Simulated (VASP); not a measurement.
OSZICAR of a VASP run on MgI2 (1T layered):

File OSZICAR:
```
       N       E                     dE             d eps       ncg     rms          rms(c)
DAV:   1     0.718149318296E+02    0.71815E+02   -0.52496E+03   960   0.854E+02
DAV:   2    -0.396055114969E+01   -0.75775E+02   -0.70203E+02  1432   0.142E+02
DAV:   3    -0.915025797528E+01   -0.51897E+01   -0.51668E+01  1212   0.452E+01
DAV:   4    -0.924198223140E+01   -0.91724E-01   -0.91700E-01  1288   0.759E+00
DAV:   5    -0.924324718636E+01   -0.12650E-02   -0.12649E-02  1224   0.882E-01    0.448E+00
RMM:   6    -0.912373466120E+01    0.11951E+00   -0.11684E-01   960   0.168E+00    0.282E+00
RMM:   7    -0.909420806396E+01    0.29527E-01   -0.16494E-01   960   0.198E+00    0.542E-01
RMM:   8    -0.909040458110E+01    0.38035E-02   -0.18160E-02   960   0.842E-01    0.934E-02
RMM:   9    -0.909042225801E+01   -0.17677E-04   -0.12203E-03   998   0.283E-01    0.672E-02
RMM:  10    -0.909044381344E+01   -0.21555E-04   -0.25245E-04  1003   0.118E-01    0.697E-02
RMM:  11    -0.909047502482E+01   -0.31211E-04   -0.93269E-05   894   0.574E-02    0.142E-01
RMM:  12    -0.909044478820E+01    0.30237E-04   -0.10618E-04   909   0.558E-02    0.902E-02
RMM:  13    -0.909043829013E+01    0.64981E-05   -0.11584E-05   634   0.235E-02
   1 F= -.90904383E+01 E0= -.90904383E+01  d E =-.909044E+01
       N       E                     dE             d eps       ncg     rms          rms(c)
DAV:   1    -0.909302371077E+01   -0.25789E-02   -0.12639E-01  1128   0.212E+00    0.156E-01
RMM:   2    -0.909343873818E+01   -0.41503E-03   -0.48028E-03   960   0.500E-01    0.342E-02
RMM:   3    -0.909347321722E+01   -0.34479E-04   -0.44520E-04   960   0.199E-01    0.408E-02
RMM:   4    -0.909347475755E+01   -0.15403E-05   -0.84103E-05   953   0.906E-02
   2 F= -.90934748E+01 E0= -.90934748E+01  d E =-.303647E-02
       N       E                     dE             d eps       ncg     rms          rms(c)
DAV:   1    -0.909405329549E+01   -0.58008E-03   -0.73622E-01  1004   0.512E+00    0.358E-01
RMM:   2    -0.909648314768E+01   -0.24299E-02   -0.28074E-02   960   0.121E+00    0.878E-02
RMM:   3    -0.909668978473E+01   -0.20664E-03   -0.26327E-03   960   0.486E-01    0.104E-01
RMM:   4    -0.909669892551E+01   -0.91408E-05   -0.47924E-04   963   0.220E-01    0.597E-02
RMM:   5    -0.909670206656E+01   -0.31410E-05   -0.10622E-04   968   0.103E-01    0.175E-02
RMM:   6    -0.909670415506E+01   -0.20885E-05   -0.26573E-05   709   0.490E-02
   3 F= -.90967042E+01 E0= -.90967042E+01  d E =-.626586E-02
```

Problem. Which electronic solver shows in the log?

Solution. It is blocked Davidson (ALGO = Normal, or the opening steps of other solvers) and then RMM-DIIS (ALGO = Fast or VeryFast). The INCAR had ALGO = Fast.

Problem. Can the final energy be trusted as converged?

Solution. The run converged. It stopped with EDIFF = 1E-5, NELM = 100, NSW = 20 and EDIFFG = -0.03 after 3 ionic steps (LDA (Ceperley-Alder, Perdew-Zunger), plane waves, VASP's LDA PAW potentials (set 64)).

The compound is MgI2 in the 1T layered structure. This run relaxes the ions in a fixed cell. Symmetry was kept, so distortions that lower it aren't found.
